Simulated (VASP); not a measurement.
Here is the system:

```
Te
1.0
    5.28902     0.00000     0.00000
    0.00000     8.44152     0.00000
    0.00000     0.00000     3.09224
Te
4
Direct
  0.80494   0.10981   0.23370
  0.19506   0.89019   0.23370
  0.30494   0.39019   0.76630
  0.69506   0.60981   0.76630
```

Level of theory: r2SCAN meta-GGA, VASP's PBE PAW potentials (set 64) (plane waves; VASP). Numerical set-up: 400 eV cut-off, 7×4×11 Γ-centred mesh, tetrahedra with Blöchl corrections, potentials Te.

**Question.** Give the energies of bands 5 to 15 at the high-symmetry points, in eV from the Fermi level.

**Answer.** 
```csv
band,Γ,X,S,Y,Z,U,R,T
5,-4.96,-5.57,-4.83,-5.00,-5.97,-5.68,-5.72,-5.85
6,-4.59,-5.57,-4.83,-5.00,-5.89,-5.68,-5.72,-5.85
7,-3.49,-2.85,-4.27,-2.95,-4.15,-4.51,-4.58,-4.16
8,-2.83,-2.85,-4.27,-2.95,-4.08,-4.51,-4.58,-4.16
9,-2.70,-1.27,-0.39,-2.13,-2.87,-2.89,-2.74,-2.86
10,-2.12,-1.27,-0.39,-2.13,-2.83,-2.89,-2.74,-2.86
11,0.88,1.52,1.40,0.46,-0.87,-2.20,-1.96,-0.86
12,1.63,1.52,1.40,0.46,-0.78,-2.20,-1.96,-0.86
13,2.22,2.76,2.76,2.50,-0.63,1.04,0.78,-0.65
14,2.90,2.76,2.76,2.50,-0.58,1.04,0.78,-0.65
15,3.63,4.14,4.12,4.49,1.97,2.64,2.03,2.21
```

It has no gap at this level: it comes out as a metal or semimetal.

The structure comes from a computed database's Te entry (P2_12_12); how it stands against other phases isn't given here. It was relaxed first.
